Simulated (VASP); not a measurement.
Energy against volume of Ni (fcc). These are MS2 meta-GGA, VASP's PBE PAW potentials (set 64) (plane waves; VASP 6.6.1) values and carry that method's errors. Settings: 520 eV cut-off, 18×18×18 Γ-centred mesh, first-order Methfessel-Paxton smearing of 0.10 eV, potentials Ni.

```json
[
 {"V (Å³/atom)": "9.749", "E (eV/atom)": "-7.76120"},
 {"V (Å³/atom)": "10.060", "E (eV/atom)": "-7.78242"},
 {"V (Å³/atom)": "10.371", "E (eV/atom)": "-7.78859"},
 {"V (Å³/atom)": "10.683", "E (eV/atom)": "-7.78216"}
]
```

Q: Fit these four points and predict the energy of the run at 10.994 Å³/atom.

A: A cubic in V^(−2/3), the third-order Birch-Murnaghan form, passes through the four points with V0 = 10.36 Å³/atom and B0 = 216 GPa, and gives -7.7653 eV/atom there. The run gave -7.7662 eV/atom, -0.9 meV/atom from the fit; all five points give B0 = 212 GPa.

The compound is Ni in the fcc structure. It was relaxed first, which changed the volume by -5 %.
